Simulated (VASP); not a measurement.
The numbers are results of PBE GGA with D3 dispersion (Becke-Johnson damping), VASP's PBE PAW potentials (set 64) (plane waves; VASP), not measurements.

VASP ran on this input.

File POSCAR:
```
Fe
1
   -1.4017704256     1.4017704256     1.4017704256
    1.4017704256    -1.4017704256     1.4017704256
    1.4017704256     1.4017704256    -1.4017704256
Fe
1
Direct
  0.0000000000   0.0000000000   0.0000000000
```

**KPOINTS**
```
k-points along high-symmetry lines
15
Line-mode
Reciprocal
  0.000000   0.000000   0.000000 ! GAMMA
  0.500000  -0.500000   0.500000 ! H

  0.500000  -0.500000   0.500000 ! H
  0.000000  -0.000000   0.500000 ! N

  0.000000  -0.000000   0.500000 ! N
  0.000000   0.000000   0.000000 ! GAMMA

  0.000000   0.000000   0.000000 ! GAMMA
  0.250000   0.250000   0.250000 ! P

  0.250000   0.250000   0.250000 ! P
  0.500000  -0.500000   0.500000 ! H

  0.250000   0.250000   0.250000 ! P
  0.000000  -0.000000   0.500000 ! N
```

**INCAR**
```
ALGO = Normal
EDIFF = 1E-7
ENCUT = 520
GGA = PE
ICHARG = 11
ISMEAR = 0
ISPIN = 2
IVDW = 12
LASPH = .True.
LCHARG = .False.
LMAXMIX = 4
LORBIT = 11
LREAL = .False.
LWAVE = .False.
MAGMOM = 2.1
NELM = 100
PREC = Accurate
SIGMA = 0.05
SYSTEM = Fe
```

POTCAR, in this order: Fe (PBE.64 set). Program: vasp_std. Read from the step before: CHGCAR.

Output of the run:

**OUTCAR**
```
 ion  position               nearest neighbor table
   1  0.000  0.000  0.000-
  LATTYP: Found a body centered cubic cell.
 ALAT       =     2.8035408512
 Subroutine PRICEL returns:
 Original cell was already a primitive cell.
 Subroutine GETGRP returns: Found 48 space group operations
The static configuration has the point symmetry O_h .
The dynamic configuration has the point symmetry O_h .
The overall configuration has the point symmetry O_h .
 Subroutine INISYM returns: Found 48 space group operations
   k-points           NKPTS =     90   k-points in BZ     NKDIM =     90   number of bands    NBANDS=      9
   number of dos      NEDOS =    301   number of ions     NIONS =      1
   total plane-waves  NPLWV =   5832
   dimension x,y,z NGX =    18 NGY =   18 NGZ =   18
   dimension x,y,z NGXF=    36 NGYF=   36 NGZF=   36
   ions per type =               1
   PREC   = accura    normal or accurate (medium, high low for compatibility)
   ISTART =      0    job   : 0-new  1-cont  2-samecut
   ICHARG =     11    charge: 1-file 2-atom 10-const
   ISPIN  =      2    spin polarized calculation?
   LNONCOLLINEAR =      F non collinear calculations
   LSORBIT =      F    spin-orbit coupling
   INIWAV =      1    electr: 0-lowe 1-rand  2-diag
   ENCUT  =  520.0 eV  38.22 Ry    6.18 a.u.   4.51  4.51  4.51*2*pi/ulx,y,z
   NELM   =    100;   NELMIN=  2; NELMDL= -5     # of ELM steps
   EDIFF  = 0.1E-06   stopping-criterion for ELM
   LREAL  =      F    real-space projection
   NLSPLINE    = F    spline interpolate recip. space projectors
   LMAXMIX     =    4 max onsite mixed and CHGCAR
   VOSKOWN=      0    Vosko Wilk Nusair interpolation
   EDIFFG = 0.1E-05   stopping-criterion for IOM
   NSW    =      0    number of steps for IOM
   NBLOCK =      1;   KBLOCK =      1    inner block; outer block
   IBRION =     -1    ionic relax: 0-MD 1-quasi-New 2-CG
   NFREE  =      0    steps in history (QN), initial steepest desc. (CG)
   ISIF   =      2    stress and relaxation
   ISYM   =      2    0-nonsym 1-usesym 2-fastsym
   TEIN   =    0.0    initial temperature
   TEBEG  =    0.0;   TEEND  =   0.0 temperature during run
...
```

OSZICAR:
```
       N       E                     dE             d eps       ncg     rms          rms(c)
DAV:   1     0.159280888817E+02    0.15928E+02   -0.42421E+03  3408   0.110E+03
DAV:   2    -0.844177589706E+01   -0.24370E+02   -0.22176E+02  3342   0.130E+02
DAV:   3    -0.873801257464E+01   -0.29624E+00   -0.29328E+00  3922   0.193E+01
DAV:   4    -0.873918315219E+01   -0.11706E-02   -0.11705E-02  3621   0.107E+00
DAV:   5    -0.873919363688E+01   -0.10485E-04   -0.10485E-04  3534   0.864E-02
DAV:   6    -0.873919379071E+01   -0.15383E-06   -0.15282E-06  3502   0.971E-03
DAV:   7    -0.873919379310E+01   -0.23934E-08   -0.23074E-08  2873   0.113E-03
   1 F= -.91082234E+01 E0= -.91068453E+01  d E =-.275620E-02  mag=     2.1368
```

OUTCAR:
```



 magnetization (x)

# of ion       s       p       d       tot
------------------------------------------
    1       -0.006  -0.034   2.202   2.161
```
(Selected blocks of OUTCAR.)

### OUTCAR
```
 val. band max:        6.3326933577   @ k =   0.4286  -0.4286   0.5000

 cond. band min:       6.3494091348   @ k =   0.3929  -0.3929   0.5000



 spin component 1

 k-point     1 :       0.0000    0.0000    0.0000
  band No.  band energies     occupation
      1      -2.4691      1.00000
      2       3.7857      1.00000
      3       3.7857      1.00000
      4       3.7857      1.00000
      5       5.0531      1.00000
      6       5.0531      1.00000
      7      31.4685      0.00000
      8      31.4685      0.00000
      9      31.4685      0.00000

 k-point     2 :       0.0357   -0.0357    0.0357
  band No.  band energies     occupation
      1      -2.3605      1.00000
      2       3.7847      1.00000
      3       3.7847      1.00000
      4       3.8160      1.00000
      5       5.0031      1.00000
      6       5.0728      1.00000
      7      30.7595      0.00000
      8      31.3847      0.00000
      9      31.3847      0.00000

 k-point     3 :       0.0714   -0.0714    0.0714
  band No.  band energies     occupation
      1      -2.0398      1.00000
      2       3.7852      1.00000
      3       3.7852      1.00000
      4       3.9056      1.00000
      5       4.8556      1.00000
      6       5.1306      1.00000
      7      29.3794      0.00000
      8      30.9908      0.00000
      9      30.9908      0.00000

 k-point     4 :       0.1071   -0.1071    0.1071
  band No.  band energies     occupation
      1      -1.5236      1.00000
      2       3.7975      1.00000
      3       3.7975      1.00000
      4       4.0505      1.00000
      5       4.6171      1.00000
      6       5.2235      1.00000
      7      27.9679      0.00000
      8      30.0496      0.00000
      9      30.0496      0.00000

 k-point     5 :       0.1429   -0.1429    0.1429
  band No.  band energies     occupation
      1      -0.8443      1.00000
      2       3.8355      1.00000
...
```

The density is held fixed in this step, so its total energy and stress have no physical meaning.

The compound is Fe in the bcc structure. It was relaxed first, which changed the volume by -7 %.
